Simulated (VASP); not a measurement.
Level of theory: PBEsol GGA with spin-orbit coupling, VASP's PBE PAW potentials (set 64) (plane waves; VASP).

The input files of a VASP run:

File POSCAR:
```
InAs
1
    0.0000000000     3.0450899932     3.0450899932
    3.0450899932     0.0000000000     3.0450899932
    3.0450899932     3.0450899932     0.0000000000
In As
1 1
Direct
  0.0000000000   0.0000000000   0.0000000000
  0.2500000000   0.2500000000   0.2500000000
```

KPOINTS:
```
Automatic mesh
0
Gamma
9 9 9
0 0 0
```

File KPOINTS_OPT:
```
k-points along high-symmetry lines
8
Line-mode
Reciprocal
  0.000000   0.000000   0.000000 ! GAMMA
 -0.500000  -0.500000   0.000000 ! X

 -0.500000  -0.500000   0.000000 ! X
 -0.375000  -0.375000   0.250000 ! U

 -0.375000  -0.000000   0.375000 ! K
  0.000000   0.000000   0.000000 ! GAMMA

  0.000000   0.000000   0.000000 ! GAMMA
 -0.000000  -0.000000   0.500000 ! L

 -0.000000  -0.000000   0.500000 ! L
 -0.500000  -0.250000   0.250000 ! W

 -0.500000  -0.250000   0.250000 ! W
 -0.500000  -0.500000   0.000000 ! X
```

INCAR:
```
LREAL  =  .False.
MAGMOM  =  0 0 0 0 0 0
ISMEAR  =  0   ! Gaussian
GGA_COMPAT  =  .False.
LCHARG  =  .False.
GGA  =  PS
EDIFF  =  1E-6
SIGMA  =  0.05   ! width (eV)
LWAVE  =  .False.
SYSTEM  =  InAs
LMAXMIX  =  4   ! l cut-off of mixed one-centre charges
LSORBIT  =  .True.
NELM  =  100   ! most electronic steps
ENCUT  =  400   ! plane-wave cut-off (eV)
PREC  =  Accurate
LASPH  =  .True.   ! aspherical one-centre terms
ALGO  =  Normal
```

POTCAR, in this order: In_d As (PBE.64 set). Program: vasp_ncl.

Output of the run:

File OSZICAR:
```
       N       E                     dE             d eps       ncg     rms          rms(c)
DAV:   1     0.135961080832E+03    0.13596E+03   -0.70286E+03  2860   0.126E+03
DAV:   2     0.434084165986E+01   -0.13162E+03   -0.12778E+03  2924   0.331E+02
DAV:   3    -0.833219155102E+01   -0.12673E+02   -0.12505E+02  3688   0.122E+02
DAV:   4    -0.880313519226E+01   -0.47094E+00   -0.46962E+00  3426   0.250E+01
DAV:   5    -0.882763929205E+01   -0.24504E-01   -0.24501E-01  4512   0.498E+00    0.438E+00
DAV:   6    -0.856647645953E+01    0.26116E+00   -0.40293E-01  3954   0.139E+01    0.237E+00
DAV:   7    -0.853995355817E+01    0.26523E-01   -0.17849E-01  4432   0.407E+00    0.794E-01
DAV:   8    -0.853788551605E+01    0.20680E-02   -0.13313E-02  4044   0.175E+00    0.553E-01
DAV:   9    -0.853794371594E+01   -0.58200E-04   -0.18976E-03  3802   0.382E-01    0.151E-01
DAV:  10    -0.853800984163E+01   -0.66126E-04   -0.78284E-04  3990   0.613E-01    0.777E-02
DAV:  11    -0.853803365140E+01   -0.23810E-04   -0.14733E-04  3560   0.227E-01    0.110E-02
DAV:  12    -0.853803746495E+01   -0.38136E-05   -0.15250E-05  3200   0.318E-02    0.115E-02
DAV:  13    -0.853803729241E+01    0.17254E-06   -0.12633E-06  2968   0.941E-03
   1 F= -.85380373E+01 E0= -.85379986E+01  d E =-.774309E-04  mag=    -0.0000    -0.0000     0.0000
       N       E                     dE             ncg
```

OUTCAR:
```
------------------------ aborting loop because EDIFF is reached ----------------------------------------
  FORCE on cell =-STRESS in cart. coord.  units (eV):
  Direction    XX          YY          ZZ          XY          YZ          ZX
  --------------------------------------------------------------------------------------
  Total       -0.0139288     -0.0139288     -0.0139288      0.0000000     -0.0000000     -0.0000000
  in kB       -0.3951798     -0.3951798     -0.3951798      0.0000000     -0.0000000     -0.0000000
  external PRESSURE =      -0.3951798 kB  Pullay stress =       0.0000000 kB
  volume of cell :       56.47
      direct lattice vectors                 reciprocal lattice vectors
     0.000000000  3.045089993  3.045089993    -0.164198760  0.164198760  0.164198760
     3.045089993  0.000000000  3.045089993     0.164198760 -0.164198760  0.164198760
     3.045089993  3.045089993  0.000000000     0.164198760  0.164198760 -0.164198760
  FREE ENERGIE OF THE ION-ELECTRON SYSTEM (eV)
  ---------------------------------------------------
  free  energy   TOTEN  =        -8.5380372924 eV

  energy  without entropy=       -8.5379598615  energy(sigma->0) =       -8.53799858

 Ion:    1  E_soc:     -0.0728874

 Ion:    2  E_soc:     -0.0264690
```
(Selected blocks of OUTCAR.)

The compound is InAs in the zinc blende structure. It was relaxed first.
